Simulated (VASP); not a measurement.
# Lattice of GaSb, functional by functional, part 2 of 3

How much does the relaxed cell of GaSb depend on the functional? The starting structure is a cell with measured lattice constants from the literature and the atomic positions of a computed structure of the Materials Project. The first relaxation on each setting starts from this cell expanded by 3 % in volume.

VASP 6.6.1.

Results so far: PBEsol 28.60 Å³ an atom; LDA 27.71 Å³ an atom; PBE 30.07 Å³ an atom.

**5. Relaxation with PBEsol + D3(BJ)**

Level of this step: PBEsol with D3(BJ); plane waves and PAW (Sb, Ga_d) (VASP).

D3 with Becke-Johnson damping keeps a finite attraction at short range. This run starts from the cell of an earlier relaxation, which isn't shown; the restart sets up the plane waves anew.

Contents of INCAR:

```
SYSTEM = GaSb
PREC = Accurate
ENCUT = 450
EDIFF = 1E-06
NELM = 100
ISMEAR = 0
SIGMA = 0.03
LREAL = .FALSE.
ALGO = Normal
GGA = PS
IVDW = 12
NBANDS = 15
LORBIT = 11
LWAVE = .FALSE.
LCHARG = .FALSE.
KPAR = 8
IBRION = 2
NSW = 50
ISIF = 3
EDIFFG = -0.006
```

Contents of POSCAR:

```
GaSb
1.0
    0.0000000000      3.0216717952      3.0216717952
    3.0216717952      0.0000000000      3.0216717952
    3.0216717952      3.0216717952      0.0000000000
Sb Ga
1 1
Direct
    0.2500000000      0.2500000000      0.2500000000
    0.0000000000      0.0000000000      0.0000000000
```

Contents of KPOINTS:

```
Automatic mesh
0
Gamma
6 6 6
0 0 0
```

Potentials, in the order of the species: Sb and Ga_d (PBE family, release 64).

On the command line:

```bash
mpirun -np 8 vasp_std
```

What it wrote:

```text
[banner, memory and clock lines left out]
running    8 mpi-ranks, on    1 nodes
[...]
[... a notice as in an earlier step ...]

 [... a notice as in an earlier step ...]

 LDA part: xc-table for (Slater+PW92), standard interpolation
 POSCAR, INCAR and KPOINTS ok, starting setup
[...]
entering main loop
       N       E                     dE             d eps       ncg     rms          rms(c)
DAV:   1     0.737338560997E+02    0.73734E+02   -0.79621E+03   496   0.137E+03
DAV:   2    -0.279734228311E+01   -0.76531E+02   -0.74195E+02   550   0.275E+02
DAV:   3    -0.813108936128E+01   -0.53337E+01   -0.53213E+01   599   0.629E+01
DAV:   4    -0.821942875251E+01   -0.88339E-01   -0.88331E-01   593   0.922E+00
[...]
DAV:  10    -0.810945234731E+01    0.98768E-05   -0.21374E-05   629   0.420E-02    0.129E-02
DAV:  11    -0.810946202873E+01   -0.96814E-05   -0.13066E-05   543   0.268E-02    0.458E-03
DAV:  12    -0.810946212512E+01   -0.96384E-07   -0.45576E-07   499   0.683E-03
[...]
DAV:   2    -0.810887211695E+01    0.10896E-03   -0.19702E-04   613   0.268E-01    0.308E-02
DAV:   3    -0.810884601284E+01    0.26104E-04   -0.27869E-05   634   0.870E-02    0.710E-03
DAV:   4    -0.810884339176E+01    0.26211E-05   -0.31601E-06   529   0.233E-02    0.232E-03
DAV:   5    -0.810884323987E+01    0.15188E-06   -0.17787E-07   275   0.530E-03
   2 F= -.87810313E+01 E0= -.87810313E+01  d E =-.261378E-05
 trial-energy change:   -0.000003  1 .order    0.000001   -0.000012    0.000015
 step:   0.4495(harm=  0.4495)  dis= 0.00000  next Energy=    -8.781031 (dE=-0.277E-05)
[...]
N       E                     dE             d eps       ncg     rms          rms(c)
DAV:   1    -0.810922881217E+01   -0.38542E-03   -0.52781E-04   606   0.384E-01    0.372E-02
DAV:   2    -0.810919579935E+01    0.33013E-04   -0.59174E-05   599   0.147E-01    0.170E-02
DAV:   3    -0.810918738734E+01    0.84120E-05   -0.84773E-06   606   0.480E-02    0.390E-03
DAV:   4    -0.810918634938E+01    0.10380E-05   -0.85642E-07   282   0.128E-02    0.122E-03
DAV:   5    -0.810918622193E+01    0.12745E-06   -0.11225E-07   268   0.400E-03
   3 F= -.87810320E+01 E0= -.87810320E+01  d E =-.338762E-05
[...]
reached required accuracy - stopping structural energy minimisation
```

Wall time 6 s (8 MPI ranks of AMD EPYC 7R43, shared host); peak memory 1.2 GiB.

From OUTCAR (step 5):

```text
 Edisp (eV)   -0.67219

 Edisp (eV)   -0.67185

  Total      -0.01069    -0.01069    -0.01069     0.00000    -0.00000     0.00000
  in kB      -0.31067    -0.31067    -0.31067     0.00000    -0.00000     0.00000
  external pressure =       -0.31 kB  Pullay stress =        0.00 kB

 POSITION                                       TOTAL-FORCE (eV/Angst)
 -----------------------------------------------------------------------------------
      1.51062      1.51062      1.51062         0.000000      0.000000     -0.000000
      0.00000      0.00000      0.00000        -0.000000     -0.000000      0.000000
 -----------------------------------------------------------------------------------
    total drift:                               -0.000000     -0.000000     -0.000000

  FREE ENERGIE OF THE ION-ELECTRON SYSTEM (eV)
  ---------------------------------------------------
  free  energy   TOTEN  =        -8.7810320297 eV

  energy  without entropy=       -8.7810320297  energy(sigma->0) =       -8.78103203

[... 2 parts as in an earlier step ...]

[... 2 further parts left out ...]
[key lines of the parts left out:]
E-fermi :   5.2550
```

With PBEsol + D3(BJ) the relaxed cell holds 27.578 Å³ an atom, -2.59 % against the measured cell, with a = 6.042 Å. That is -3.59 % from PBEsol. Pressures at 0.985 and 1.015 times this volume, from two more relaxations that aren't shown, give a bulk modulus of 57.4 GPa.

**6. Relaxation with r2SCAN**

r2SCAN adds the kinetic-energy density, costs more than a GGA and is run with LASPH.

INCAR: that of step 5 with these lines changed.

```diff
@@ -9,4 +9,4 @@
 ALGO = Normal
-GGA = PS
-IVDW = 12
+METAGGA = R2SCAN
+LASPH = .TRUE.
 NBANDS = 15
```

Contents of POSCAR:

```
GaSb
1.0
    0.0000000000      3.0779782003      3.0779782003
    3.0779782003      0.0000000000      3.0779782003
    3.0779782003      3.0779782003      0.0000000000
Sb Ga
1 1
Direct
    0.2500000000      0.2500000000      0.2500000000
    0.0000000000      0.0000000000      0.0000000000
```

KPOINTS is that of step 5.

On the command line:

```bash
mpirun -np 8 vasp_std
```

What it wrote:

```text
[banner, memory and clock lines left out]
running    8 mpi-ranks, on    1 nodes
[...]
[... a notice as in an earlier step ...]

 [... a notice as in an earlier step ...]

 LDA part: xc-table for (None), standard interpolation
 POSCAR, INCAR and KPOINTS ok, starting setup
[...]
entering main loop
       N       E                     dE             d eps       ncg     rms          rms(c)
DAV:   1     0.466744908568E+02    0.46674E+02   -0.82402E+03   480   0.139E+03
DAV:   2    -0.334051762375E+02   -0.80080E+02   -0.77321E+02   557   0.295E+02
DAV:   3    -0.393077210085E+02   -0.59025E+01   -0.58918E+01   585   0.660E+01
DAV:   4    -0.394127087167E+02   -0.10499E+00   -0.10498E+00   586   0.100E+01
[...]
DAV:  12    -0.375775343894E+02    0.28385E-05   -0.27381E-05   599   0.901E-02    0.505E-03
DAV:  13    -0.375775320142E+02    0.23752E-05   -0.42598E-06   592   0.359E-02    0.876E-04
DAV:  14    -0.375775321798E+02   -0.16563E-06   -0.32921E-07   331   0.691E-03
[...]
DAV:   6    -0.375786615241E+02    0.21374E-04   -0.15428E-05   707   0.426E-02    0.427E-03
DAV:   7    -0.375786612543E+02    0.26982E-06   -0.36030E-06   548   0.244E-02
   2 F= -.37578661E+02 E0= -.37578661E+02  d E =-.112907E-02
 trial-energy change:   -0.001129  1 .order   -0.001052   -0.003483    0.001379
 step:   0.7349(harm=  0.7164)  dis= 0.00000  next Energy=   -37.578843 (dE=-0.131E-02)
[...]
N       E                     dE             d eps       ncg     rms          rms(c)
DAV:   1    -0.375814945718E+02   -0.28330E-02   -0.33726E-02   599   0.310E+00    0.295E-01
DAV:   2    -0.375794480330E+02    0.20465E-02   -0.33527E-03   599   0.108E+00    0.140E-01
DAV:   3    -0.375788966758E+02    0.55136E-03   -0.62044E-04   599   0.438E-01    0.289E-02
DAV:   4    -0.375788419315E+02    0.54744E-04   -0.86521E-05   571   0.137E-01    0.427E-03
DAV:   5    -0.375788437984E+02   -0.18669E-05   -0.34325E-06   564   0.225E-02    0.372E-03
DAV:   6    -0.375788467032E+02   -0.29048E-05   -0.98467E-07   373   0.111E-02    0.104E-03
DAV:   7    -0.375788465700E+02    0.13325E-06   -0.29232E-07   310   0.885E-03
   3 F= -.37578847E+02 E0= -.37578847E+02  d E =-.131439E-02
[...]
reached required accuracy - stopping structural energy minimisation
```

Wall time 34 s (8 MPI ranks); peak memory 1.3 GiB.

Parts of OUTCAR (step 6):

```text
  Total        0.0103127      0.0103127      0.0103127      0.0000000      0.0000000     -0.0000000
  in kB        0.2866370      0.2866370      0.2866370      0.0000000      0.0000000     -0.0000000
  external PRESSURE =       0.2866370 kB  Pullay stress =       0.0000000 kB

 POSITION                                       TOTAL-FORCE (eV/Angst)
 -----------------------------------------------------------------------------------
      1.53300      1.53300      1.53300        -0.000000     -0.000000     -0.000000
      0.00000      0.00000      0.00000         0.000000      0.000000      0.000000
 -----------------------------------------------------------------------------------
    total drift:                               -0.000012     -0.000012     -0.000012

  FREE ENERGIE OF THE ION-ELECTRON SYSTEM (eV)
  ---------------------------------------------------
  free  energy   TOTEN  =       -37.5788465700 eV

  energy  without entropy=      -37.5788465700  energy(sigma->0) =      -37.57884657

[... 2 parts as in an earlier step ...]

[... 2 further parts left out ...]
[key lines of the parts left out:]
E-fermi :   4.7552
```

With r2SCAN the relaxed cell holds 28.822 Å³ an atom, +1.80 % against the measured cell, with a = 6.132 Å. That is +0.76 % from PBEsol. Pressures at 0.985 and 1.015 times this volume, from two more relaxations that aren't shown, give a bulk modulus of 54.8 GPa.

**7. Relaxation with r2SCAN + rVV10**

rVV10 adds a nonlocal correlation energy for dispersion. This run starts from the cell of an earlier relaxation, which isn't shown; the restart sets up the plane waves anew.

INCAR: that of step 6 with these lines changed.

```diff
@@ -10,2 +10,6 @@
 METAGGA = R2SCAN
+LUSE_VDW = .TRUE.
+IVDW_NL = 2
+BPARAM = 11.95
+CPARAM = 0.0093
 LASPH = .TRUE.
```

Contents of POSCAR:

```
GaSb
1.0
    0.0000000000      3.0551117643      3.0551117643
    3.0551117643      0.0000000000      3.0551117643
    3.0551117643      3.0551117643      0.0000000000
Sb Ga
1 1
Direct
    0.2500000000      0.2500000000      0.2500000000
    0.0000000000      0.0000000000      0.0000000000
```

KPOINTS is that of step 6.

On the command line:

```bash
mpirun -np 8 vasp_std
```

What it wrote:

```text
[banner, memory and clock lines left out]
running    8 mpi-ranks, on    1 nodes
[...]
[... a notice as in an earlier step ...]

|                                                                             |
|               ----> ADVICE to this user running VASP <----                  |
|                                                                             |
|     You have switched on vdW-DFT.                                           |
|     This routine was written and supplied by Jiri Klimes. We recommend      |
|     that you carefully read and cite the following publications:            |
|       J. Klimes, D.R. Bowler, A. Michelides                                 |
|          J. Phys.: Cond Matt. 22 022201 (2010)                              |
|       J. Klimes, D.R. Bowler, A. Michelides                                 |
|          Phys. Rev. B. 83, 195131 (2011)                                    |
|     and references therein.                                                 |
[...]
Total rVV10 correction in eV:      0.6198260    23.6219133
Total rVV10 correction in eV:      0.6198260    23.6219133
Total rVV10 correction in eV:      0.6198260    23.6219133
DAV:  14    -0.369565515118E+02   -0.16996E-06   -0.33439E-07   352   0.654E-03
Total rVV10 correction in eV:      0.6198279    23.6219133
Total rVV10 correction in eV:      0.6198279    23.6219133
Total rVV10 correction in eV:      0.6198279    23.6219133
Total rVV10 correction in eV:      0.6198279    23.6219133
Total rVV10 correction in eV:      0.6198279    23.6219133
Total rVV10 correction in eV:      0.6198279    23.6219133
Total rVV10 correction in eV:      0.6198279    23.6219133
Total rVV10 correction in eV:      0.6198279    23.6219133
Total rVV10 correction in eV:      0.6198266    23.6219133
Total rVV10 correction in eV:      0.6198266    23.6219133
Total rVV10 correction in eV:      0.6198266    23.6219133
Total rVV10 correction in eV:      0.6198266    23.6219133
Total rVV10 correction in eV:      0.6198266    23.6219133
Total rVV10 correction in eV:      0.6198266    23.6219133
Total rVV10 correction in eV:      0.6198266    23.6219133
Total rVV10 correction in eV:      0.6198266    23.6219133
   1 F= -.36956552E+02 E0= -.36956552E+02  d E =-.369566E+02
[...]
reached required accuracy - stopping structural energy minimisation
```

It took 43 s on 8 MPI ranks; peak memory 2 GiB.

OUTCAR, selected parts (step 7):

```text
  Total       -0.0082843     -0.0082843     -0.0082843      0.0000000      0.0000000      0.0000000
  in kB       -0.2327309     -0.2327309     -0.2327309      0.0000000      0.0000000      0.0000000
  external PRESSURE =      -0.2327309 kB  Pullay stress =       0.0000000 kB

 POSITION                                       TOTAL-FORCE (eV/Angst)
 -----------------------------------------------------------------------------------
      1.52756      1.52756      1.52756         0.000000      0.000000      0.000000
      0.00000      0.00000      0.00000        -0.000000     -0.000000     -0.000000
 -----------------------------------------------------------------------------------
    total drift:                               -0.000012     -0.000012     -0.000011

  FREE ENERGIE OF THE ION-ELECTRON SYSTEM (eV)
  ---------------------------------------------------
  free  energy   TOTEN  =       -36.9565515118 eV

  energy  without entropy=      -36.9565515118  energy(sigma->0) =      -36.95655151

[... 2 parts as in an earlier step ...]

[... 2 further parts left out ...]
[key lines of the parts left out:]
E-fermi :   4.8768
```

With r2SCAN + rVV10 the relaxed cell holds 28.516 Å³ an atom, +0.72 % against the measured cell, with a = 6.110 Å. That is -0.31 % from PBEsol. Pressures at 0.985 and 1.015 times this volume, from two more relaxations that aren't shown, give a bulk modulus of 56.7 GPa.

**8. Relaxation with vdW-DF-cx**

vdW-DF-cx takes its exchange from the same plasmon model as its correlation.

INCAR: that of step 7 with these lines changed.

```diff
@@ -9,7 +9,5 @@
 ALGO = Normal
-METAGGA = R2SCAN
+GGA = CX
+AGGAC = 0
 LUSE_VDW = .TRUE.
-IVDW_NL = 2
-BPARAM = 11.95
-CPARAM = 0.0093
 LASPH = .TRUE.
```

Contents of POSCAR:

```
GaSb
1.0
    0.0000000000      3.0779782003      3.0779782003
    3.0779782003      0.0000000000      3.0779782003
    3.0779782003      3.0779782003      0.0000000000
Sb Ga
1 1
Direct
    0.2500000000      0.2500000000      0.2500000000
    0.0000000000      0.0000000000      0.0000000000
```

KPOINTS is that of step 7.

On the command line:

```bash
mpirun -np 8 vasp_std
```

What it wrote:

```text
[banner, memory and clock lines left out]
running    8 mpi-ranks, on    1 nodes
[...]
[... a notice as in an earlier step ...]

 [... a notice as in an earlier step ...]

 [... a notice as in an earlier step ...]

 LDA part: xc-table for (Slater+PW92), standard interpolation
 POSCAR, INCAR and KPOINTS ok, starting setup
[...]
entering main loop
       N       E                     dE             d eps       ncg     rms          rms(c)
DAV:   1     0.817599912045E+02    0.81760E+02   -0.79923E+03   480   0.134E+03
DAV:   2     0.354444990701E+01   -0.78216E+02   -0.75531E+02   557   0.286E+02
DAV:   3    -0.217333028325E+01   -0.57178E+01   -0.57065E+01   585   0.640E+01
DAV:   4    -0.227632579932E+01   -0.10300E+00   -0.10298E+00   600   0.977E+00
[...]
DAV:  10    -0.220618829892E+01   -0.34077E-04   -0.36875E-05   606   0.458E-02    0.871E-03
DAV:  11    -0.220620212585E+01   -0.13827E-04   -0.17640E-05   494   0.266E-02    0.435E-03
DAV:  12    -0.220620304704E+01   -0.92119E-06   -0.17790E-06   610   0.118E-02
   1 F= -.22062030E+01 E0= -.22060959E+01  d E =-.220620E+01
[... from here on, the cycles between the ionic steps are left out ...]
   2 F= -.22071566E+01 E0= -.22070493E+01  d E =-.953544E-03
   3 F= -.22072507E+01 E0= -.22071436E+01  d E =-.104764E-02
   4 F= -.22072536E+01 E0= -.22071464E+01  d E =-.105052E-02
   5 F= -.22072539E+01 E0= -.22071467E+01  d E =-.105082E-02
   6 F= -.22072482E+01 E0= -.22071411E+01  d E =0.562512E-05
   7 F= -.22072537E+01 E0= -.22071466E+01  d E =0.118235E-06
   8 F= -.22072525E+01 E0= -.22071453E+01  d E =0.138912E-05
   9 F= -.22072532E+01 E0= -.22071461E+01  d E =0.681276E-06
[...]
reached required accuracy - stopping structural energy minimisation
```

Run time: 3.1 min. Hardware: 8 MPI ranks; peak memory 2.7 GiB.

Parts of OUTCAR (step 8):

```text
  Total        0.0065331      0.0065331      0.0065331      0.0000000      0.0000000     -0.0000000
  in kB        0.1813528      0.1813528      0.1813528      0.0000000      0.0000000     -0.0000000
  external PRESSURE =       0.1813528 kB  Pullay stress =       0.0000000 kB

 POSITION                                       TOTAL-FORCE (eV/Angst)
 -----------------------------------------------------------------------------------
      1.53366      1.53366      1.53366         0.000000      0.000000      0.000000
      0.00000      0.00000      0.00000        -0.000000     -0.000000     -0.000000
 -----------------------------------------------------------------------------------
    total drift:                                0.000000      0.000000      0.000001

  FREE ENERGIE OF THE ION-ELECTRON SYSTEM (eV)
  ---------------------------------------------------
  free  energy   TOTEN  =        -2.2072531844 eV

  energy  without entropy=       -2.2070389281  energy(sigma->0) =       -2.20714606

[... 2 parts as in an earlier step ...]

[... 2 further parts left out ...]
[key lines of the parts left out:]
E-fermi :   4.6980
```

Logs of long relaxations may skip ionic steps without a mark.

With vdW-DF-cx the relaxed cell holds 28.859 Å³ an atom, +1.93 % against the measured cell, with a = 6.135 Å. That is +0.89 % from PBEsol. Pressures at 0.985 and 1.015 times this volume, from two more relaxations that aren't shown, give a bulk modulus of 47.5 GPa.

[end of part 2 of 3]

[Lines on the potential files, build, host, timing and source positions are cut from VASP's logs without a mark.]

[Logs are printed without paths, hosts, clocks, repeated set-up lines and the standing remarks that a program may print on its own settings, such as how far it seeks lower states.]

[Hosts, paths, dates, database ids (printed as entryN), source tags and the programs' standing remarks are cut or masked in the printed files.]
